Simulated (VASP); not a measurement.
Elastic constants (GPa) of a crystal from LDA (Ceperley-Alder, Perdew-Zunger), VASP's LDA PAW potentials (set 64) in VASP:

```tsv
	xx	yy	zz	yz	xz	xy
xx	23.8	16.4	16.4	0.0	0.0	0.0
yy	16.4	23.8	16.4	0.0	0.0	0.0
zz	16.4	16.4	23.8	0.0	0.0	0.0
yz	0.0	0.0	0.0	11.0	0.0	0.0
xz	0.0	0.0	0.0	0.0	11.0	0.0
xy	0.0	0.0	0.0	0.0	0.0	11.0
```

Finite-difference elastic constants of metals are sensitive to mesh and smearing; shear constants can be off by tens of GPa.

Task: Work out the Voigt, Reuss and Hill moduli, Young's modulus and Poisson's ratio.

Result: All eigenvalues are positive (smallest 7.4 GPa), so the crystal is stable. K_V = (C11+C22+C33+2(C12+C13+C23))/9 = (71.4 + 2×49.2)/9 = 18.9 GPa; G_V = (71.4 − 49.2 + 3×33.0)/15 = 8.1 GPa. From the compliances, K_R = 18.9 GPa and G_R = 6.1 GPa. Hill: K = 18.9 GPa, G = 7.1 GPa, E = 9KG/(3K+G) = 19.0 GPa, ν = (3K−2G)/(2(3K+G)) = 0.333. K/G = 2.65, above Pugh's 1.75; universal anisotropy A^U = 1.57.

Task: With a density of 1.75 g/cm³, what are the mean sound speeds?

Result: v_l = √((K+4G/3)/ρ) = 4.02 km/s and v_t = √(G/ρ) = 2.01 km/s. The crystal is Ca (fcc), cubic.

The compound is Ca in the fcc structure. It was relaxed first, which changed the volume by -13 %.
